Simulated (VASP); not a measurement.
Level of theory: r2SCAN meta-GGA, VASP's PBE PAW potentials (set 64) (plane waves; VASP).

Input for VASP

INCAR:
```
SYSTEM=K(111) slab
PREC=Normal; ENCUT=400; LREAL=.FALSE.
LASPH=.TRUE.
EDIFF=1E-6; NELM=100; NELMIN=4
ALGO=Normal; LMIXTAU=.TRUE.
ISMEAR=1; SIGMA=0.1
METAGGA=R2SCAN
LWAVE=.FALSE.; LCHARG=.FALSE.; LORBIT=11
LVHAR=.TRUE.
DIPOL=0.5 0.5 0.5
LDIPOL=.TRUE.; IDIPOL=3
```

KPOINTS:
```
Regular mesh
0
gamma
  5 5 1
```

### POSCAR
```
K(111) slab
1
    7.5417928501     0.0000000000     0.0000000000
   -3.7708964251     6.5313839364     0.0000000000
    0.0000000000     0.0000000000    24.3869207610
K
6
Direct
  0.3333330000   0.6666670000   0.3503298026
  1.0000000000   1.0000000000   0.4095861222
  0.6666670000   0.3333330000   0.4579937914
  0.3333330000   0.6666670000   0.5420062086
  1.0000000000   0.0000000000   0.5904138778
  0.6666670000   0.3333330000   0.6496701974
```

POTCAR, in this order: K_sv (PBE.64 set). Program: vasp_std. Read from the step before: WAVECAR.

The run wrote:

File OSZICAR:
```
       N       E                     dE             d eps       ncg     rms          rms(c)
DAV:   1    -0.351052064216E+02   -0.35105E+02   -0.46505E-05   320   0.383E-02    0.113E-03
DAV:   2    -0.351052078659E+02   -0.14443E-05   -0.36451E-06   264   0.104E-02    0.902E-04
DAV:   3    -0.351052044134E+02    0.34526E-05   -0.14829E-06   200   0.780E-03    0.710E-04
DAV:   4    -0.351052052754E+02   -0.86205E-06   -0.14501E-06   200   0.886E-03
   1 F= -.35105205E+02 E0= -.35100914E+02  d E =-.128731E-01
```

OUTCAR:
```
------------------------ aborting loop because EDIFF is reached ----------------------------------------
  FORCE on cell =-STRESS in cart. coord.  units (eV):
  Direction    XX          YY          ZZ          XY          YZ          ZX
  --------------------------------------------------------------------------------------
  Total        0.0157384      0.0157384     -0.2934368     -0.0000000      0.0000000      0.0000000
  in kB        0.0209910      0.0209910     -0.3913708     -0.0000000      0.0000000      0.0000000
  external PRESSURE =      -0.1164629 kB  Pullay stress =       0.0000000 kB
  volume of cell :     1201.26
      direct lattice vectors                 reciprocal lattice vectors
     7.541792850  0.000000000  0.000000000     0.132594467  0.076553454  0.000000000
    -3.770896425  6.531383936  0.000000000     0.000000000  0.153106908  0.000000000
     0.000000000  0.000000000 24.386920761     0.000000000  0.000000000  0.041005587
 POSITION                                       TOTAL-FORCE (eV/Angst)
 -----------------------------------------------------------------------------------
     -0.00000      4.35426      8.54347        -0.000000      0.000000      0.029064
      0.00000      0.00000      9.98854         0.000000      0.000000      0.000954
      3.77090      2.17713     11.16906         0.000000      0.000000      0.027461
     -0.00000      4.35426     13.21786        -0.000000     -0.000000     -0.027461
      0.00000      0.00000     14.39838         0.000000     -0.000000     -0.000954
      3.77090      2.17713     15.84346         0.000000     -0.000000     -0.029064
 -----------------------------------------------------------------------------------
    total drift:                                0.000000      0.000000      0.000000
  FREE ENERGIE OF THE ION-ELECTRON SYSTEM (eV)
  ---------------------------------------------------
  free  energy   TOTEN  =       -35.1052052754 eV

  energy  without entropy=      -35.0923322146  energy(sigma->0) =      -35.10091426

 total charge

# of ion       s       p       d       tot
------------------------------------------
    1        1.978   5.655   0.003   7.635
    2        1.982   5.655   0.003   7.640
    3        1.974   5.661   0.005   7.639
    4        1.974   5.661   0.005   7.639
    5        1.982   5.655   0.003   7.640
    6        1.978   5.655   0.003   7.635
--------------------------------------------------
tot         11.867  33.940   0.022  45.830
```
(Selected blocks of OUTCAR.)

The cell is a thin slab with vacuum, built from K (bcc): (111) face.
